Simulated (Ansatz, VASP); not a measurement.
# SiTe2 in two plane-wave programs, part 2 of 2

One calculation is typed for both programs; each brings its own data sets. How far apart do they land? Of the first pair: The structure shown is the start of the Ansatz relaxation below; VASP solves that cell, so the two are compared at the walk's first step.

VASP 6.6.1 and Ansatz 0.2.0.

So far. Step 3 (VASP: single point, PBEsol, start cell, pair 1): The run ends at a pressure of 0.18 GPa, with forces up to 0.085 eV/Å.

### Step 7. VASP: single point, PBEsol, relaxed atoms in a fixed cell, pair 2

Level of this step: PBEsol; plane waves and PAW (Si, Te) (VASP).

The same cell, functional, mesh and smearing now go to VASP, with its own data sets.

INCAR

```
SYSTEM = SiTe2
PREC = Accurate
ENCUT = 400
EDIFF = 1E-06
NELM = 120
ISMEAR = 1
SIGMA = 0.2
LREAL = .FALSE.
ALGO = Normal
GGA = PS
NBANDS = 14
LORBIT = 11
LWAVE = .FALSE.
LCHARG = .FALSE.
ISIF = 2
LDIPOL = .TRUE.
IDIPOL = 3
DIPOL = 0.5 0.5 0.329
LVHAR = .TRUE.
LASPH = .TRUE.
GGA_COMPAT = .FALSE.
NELMDL = -8
KPAR = 2
```

POSCAR

```
SiTe2
1.0
    3.7022098315      0.0000000000      0.0000000000
   -1.8511049158      3.2385937012      0.0000000000
    0.0000000000      0.0000000000     30.4240000000
Si Te
1 2
Direct
    0.0000000000      0.0000000000      0.3286878780
    0.3324914636      0.6649829271      0.3819575675
    0.6675085364      0.3350170729      0.2754181885
```

KPOINTS

```
Automatic mesh
0
Gamma
15 15 1
0 0 0
```

Potentials, in the order of the species: Si and Te (PBE family, release 64).

Command:

```bash
> mpirun -np 2 vasp_std
```

Numbers of over 12 decimals in the logs are rounded to 6 here.

What it wrote:

```text
[banner, memory and clock lines left out]
running    2 mpi-ranks, on    1 nodes
[...]
[... a notice as in an earlier step ...]

 LDA part: xc-table for (Slater+PW92), standard interpolation
 POSCAR, INCAR and KPOINTS ok, starting setup
[...]
entering main loop
       N       E                     dE             d eps       ncg     rms          rms(c)
DAV:   1     0.975955710119E+02    0.97596E+02   -0.38726E+03  1792   0.617E+02
DAV:   2    -0.347138004829E+01   -0.10107E+03   -0.93810E+02  3090   0.119E+02
DAV:   3    -0.125137623160E+02   -0.90424E+01   -0.88435E+01  2406   0.450E+01
DAV:   4    -0.127791144855E+02   -0.26535E+00   -0.26433E+00  2374   0.969E+00
[...]
DAV:  23    -0.126589950945E+02   -0.21748E-05   -0.45309E-08  1868   0.633E-04    0.293E-04
DAV:  24    -0.126589963997E+02   -0.13052E-05   -0.18583E-08  1748   0.394E-04    0.353E-04
DAV:  25    -0.126589967591E+02   -0.35943E-06   -0.20043E-09  1886   0.187E-04
   1 F= -.12658997E+02 E0= -.12658892E+02  d E =-.314684E-03
```

OUTCAR, selected parts (step 7):

```text
  Total        0.4833031      0.4104920      0.1077152     -0.0000000     -0.0004602      0.0000000
  in kB        2.1227379      1.8029410      0.4731007     -0.0000000     -0.0020215      0.0000000
  external PRESSURE =       1.4662599 kB  Pullay stress =       0.0000000 kB

 POSITION                                       TOTAL-FORCE (eV/Angst)
 -----------------------------------------------------------------------------------
      0.00000      0.00000     10.00000         0.000000      0.000000      0.000000
      0.00000      2.15361     11.62068        -0.000000      0.000049      0.037203
      1.85110      1.08498      8.37932         0.000000     -0.000049     -0.037203
 -----------------------------------------------------------------------------------
    total drift:                               -0.000000      0.000000      0.000015

  FREE ENERGIE OF THE ION-ELECTRON SYSTEM (eV)
  ---------------------------------------------------
  free  energy   TOTEN  =       -12.6589967591 eV

  energy  without entropy=      -12.6586820755  energy(sigma->0) =      -12.65889186

[... 2 parts as in an earlier step ...]

[... 1 further part left out ...]
[key lines of the parts left out:]
E-fermi :  -2.3079
```

The run ends at a pressure of 0.15 GPa, with forces up to 0.037 eV/Å.

### Step 8. Comparison

What differs besides the data sets and the points named for the pairs above, as far as they apply: the data sets hold 36 valence electrons in Ansatz (on its PAW soft_1 files) and 16 in VASP. Total energies have different zeros and are not compared.

The largest component of a force difference here is 37 meV/Å. Where the cell holds vacuum, a pressure given here is an average over it and none of the material.

### Step 9. Ansatz: relaxation, PBEsol

The two programs are compared at the cell with which this relaxation starts, whose forces are those of its first step.

The structure compared here is the start of the Ansatz relaxation; VASP solves that cell, so the two are compared at the walk's first step.

input.yaml

```yaml
crystal:
  lattice:
    - [3.7396058904, 0.0, 0.0]
    - [-1.8698029452, 3.2062077642, 0.0]
    - [0.0, 0.0, 30.424]
  atoms:
    - { symbol: Si, position: [0.0, 0.0, 0.328687878] }
    - { symbol: Te, position: [0.3333333333, 0.6666666667, 0.3818136201] }
    - { symbol: Te, position: [0.6666666667, 0.3333333333, 0.2755621359] }
  periodic: [true, true, false]
kpoints:
  mp_grid: { grid: [15, 15, 1] }
hamiltonian:
  xc: pbesol
  pseudopotentials: { kind: paw, azcp: { folder: soft_1 }, xc_functional: pbe }
scf:
  occupations: { method: methfessel_paxton, width: 0.2 }
output:
  forces: true
  stress: true
  eigenvalues: true
relax:
  adjacent_minimum: "off"
  f_tol: 0.001
  max_steps: 60
```

Command:

```bash
> ansatz run input.yaml --threads 8 --pin off --max-ram 16384MiB --backend cpu --events-out ev --progress --plain --runs-dir out
```

What it wrote:

```text
[...]
Crystal: 3 atoms, lattice volume = 364.782 Å³
Basis set: ecut = 420 eV, 7169 PW (Γ), exchange–correlation on 50×50×432 points (8 copies of the dense FFT grid, shifted against one another)
Bands: 22, of which v1, the nominal top of the filled ones, is band 18 counted from 1 (17 counted from 0)
Symmetry: 4 space group operations
[...]
--- Relaxed structure (5 steps of the walk, 4 accepted, 0 SCFs on fresh bases) ---
  F+E_penalty+E_count = -14424.56458856 eV   max|allowed force component| = 6.290e-4 eV/Å
  cell:  # Å, volume = 364.7823 Å³
    - [3.7396058904, 0.0, 0.0]
    - [-1.8698029452, 3.2062077642, 0.0]
    - [0.0, 0.0, 30.424]
  atoms:
    - { symbol: Si, position: [0.0, 0.0, 0.328688] }
    - { symbol: Te, position: [0.334308, 0.668616, 0.381957] }
    - { symbol: Te, position: [0.665692, 0.331384, 0.275419] }
[key lines of the parts left out:]
SCF converged after 3 iterations
Free energy (F): -14424.564589 eV
Fermi energy:    -4.805766 eV
P = ½ c Tr σ = 0.5111 N/m
```

### Step 10. VASP: single point, PBEsol, start cell, pair 3

The same cell, functional, mesh and smearing now go to VASP, with its own data sets.

INCAR is that of step 7.

POSCAR

```
SiTe2
1.0
    3.7396058904      0.0000000000      0.0000000000
   -1.8698029452      3.2062077642      0.0000000000
    0.0000000000      0.0000000000     30.4240000000
Si Te
1 2
Direct
    0.0000000000      0.0000000000      0.3286878780
    0.3333333395      0.6666666790      0.3818136340
    0.6666666605      0.3333333210      0.2755621220
```

KPOINTS is that of step 7.

Command:

```bash
> mpirun -np 2 vasp_std
```

What it wrote:

```text
[... set-up lines as in an earlier step ...]
 entering main loop
       N       E                     dE             d eps       ncg     rms          rms(c)
DAV:   1     0.992625105627E+02    0.99263E+02   -0.38484E+03  1792   0.616E+02
DAV:   2    -0.324335097138E+01   -0.10251E+03   -0.96241E+02  3138   0.118E+02
DAV:   3    -0.125198757270E+02   -0.92765E+01   -0.91566E+01  2430   0.457E+01
DAV:   4    -0.127789402486E+02   -0.25906E+00   -0.25808E+00  2372   0.965E+00
[...]
DAV:  23    -0.126582896941E+02   -0.21862E-05   -0.46467E-08  1874   0.646E-04    0.284E-04
DAV:  24    -0.126582909493E+02   -0.12552E-05   -0.17496E-08  1760   0.384E-04    0.341E-04
DAV:  25    -0.126582913671E+02   -0.41786E-06   -0.25276E-09  1838   0.200E-04
   1 F= -.12658291E+02 E0= -.12658167E+02  d E =-.373906E-03
```

OUTCAR, selected parts (step 10):

```text
  Total        0.4146976      0.5686771      0.2558335      0.0000000      0.0695681      0.0000000
  in kB        1.8214123      2.4977128      1.1236581      0.0000000      0.3055531      0.0000000
  external PRESSURE =       1.8142610 kB  Pullay stress =       0.0000000 kB

 POSITION                                       TOTAL-FORCE (eV/Angst)
 -----------------------------------------------------------------------------------
      0.00000      0.00000     10.00000        -0.000000     -0.000000      0.000000
      0.00000      2.13747     11.61630         0.000000      0.021587      0.083101
      1.86980      1.06874      8.38370         0.000000     -0.021587     -0.083101
 -----------------------------------------------------------------------------------
    total drift:                               -0.000000      0.000000      0.000014

  FREE ENERGIE OF THE ION-ELECTRON SYSTEM (eV)
  ---------------------------------------------------
  free  energy   TOTEN  =       -12.6582913671 eV

  energy  without entropy=      -12.6579174611  energy(sigma->0) =      -12.65816673

[... 1 part as in an earlier step ...]

[... 2 further parts left out ...]
[key lines of the parts left out:]
E-fermi :  -2.3158
```

The run ends at a pressure of 0.18 GPa, with forces up to 0.086 eV/Å.

### Step 11. Side by side

What differs besides the data sets and the points named for the pairs above, as far as they apply: the data sets hold 36 valence electrons in Ansatz (on its PAW soft_1 files) and 16 in VASP. Total energies have different zeros and are not compared.

Forces (eV/Å; atoms numbered as in POSCAR):

```csv
atom,"Ansatz x, y, z","VASP x, y, z"
Si1,"0.000, 0.000, 0.000","0.000, 0.000, 0.000"
Te2,"0.000, 0.021, 0.046","0.000, 0.022, 0.083"
Te3,"0.000, -0.021, -0.046","0.000, -0.022, -0.083"
```

The forces differ by 18 meV/Å r.m.s., which is 43.6 % of the r.m.s. force of 0.040 eV/Å (both taken over all components). Where the cell holds vacuum, a pressure given here is an average over it and none of the material.

### Step 12. Results

| Quantity | Value |
| --- | --- |
| r.m.s. force difference (single point, PBEsol, start cell, pair 1) | 18 meV/Å |
| r.m.s. force difference (single point, PBEsol, relaxed atoms in a fixed cell, pair 2) | 17 meV/Å |
| r.m.s. force difference (single point, PBEsol, start cell, pair 3) | 18 meV/Å |

**Reading.** The r.m.s. force difference is 18 meV/Å (single point, PBEsol, start cell, pair 1), beyond the 12 meV/Å picked in this series as the mark of a large difference. The data sets hold unlike numbers of valence electrons (36 in Ansatz and 16 in VASP), so part of the differences may come from the potentials. For single point, PBEsol, start cell, pair 1, no further run moves any of the tabulated differences by more than a quarter of its size. What causes the difference of the single point, PBEsol, relaxed atoms in a fixed cell, pair 2 pair stays open here. What causes the difference of the single point, PBEsol, start cell, pair 3 pair stays open here. 9 further pairs of this series are not shown here. How closely two codes agree says nothing of how well the functional describes the real material.

[Lines on the potential files, build, host, timing and source positions are cut from VASP's logs without a mark.]

[Logs are printed without paths, hosts, clocks, repeated set-up lines and the standing remarks that a program may print on its own settings, such as how far it seeks lower states.]

[Hosts, paths, dates, database ids (printed as entryN), source tags and the programs' standing remarks are cut or masked in the printed files.]
